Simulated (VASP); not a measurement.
Here is the system:

```xyz
2
Lattice="0.0000 3.2752 3.2752 3.2752 0.0000 3.2752 3.2752 3.2752 0.0000" Properties=species:S:1:pos:R:3 pbc="T T T"
Hg     0.0000     0.0000     0.0000
Te     1.6376     1.6376     1.6376
```

Calculation: PBE GGA with D3 dispersion (Becke-Johnson damping), VASP's PBE PAW potentials (set 64) (plane waves; VASP). Numerical set-up: 520 eV cut-off, Gaussian smearing of 0.050 eV, potentials Hg Te.

Unless said otherwise, spin-orbit coupling is left out, though it shifts the bands of the heavy elements here.

Estimate the band gap (along the path) with the smallest direct gap where there is one.

```yaml
band gap (along the path): none (metal, semimetal or under 0.01 eV)
```

The compound is HgTe in the zinc blende structure. It was relaxed first.
